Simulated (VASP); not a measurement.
Here is the system:

```
GaN
1.0
    0.00000     2.20178     2.20178
    2.20178     0.00000     2.20178
    2.20178     2.20178     0.00000
Ga N
1 1
Cartesian
  0.00000   0.00000   0.00000
  1.10089   1.10089   1.10089
```

Computed with PBEsol GGA, VASP's PBE PAW potentials (set 64) (plane waves; VASP). Settings: 520 eV cut-off, 10×10×10 Γ-centred mesh, Gaussian smearing of 0.050 eV, potentials Ga_d N.

Problem. Give the stress tensor in GPa (positive for a compressed cell).

Solution. 
```
13.51   0.00   0.00
 0.00  13.51   0.00
 0.00   0.00  13.51
```
The pressure is its mean diagonal, 13.51 GPa.

The compound is GaN in the zinc blende structure, a metastable form; wurtzite is the usual one. This cell is one point of a volume scan, at 0.94 of the reference volume.
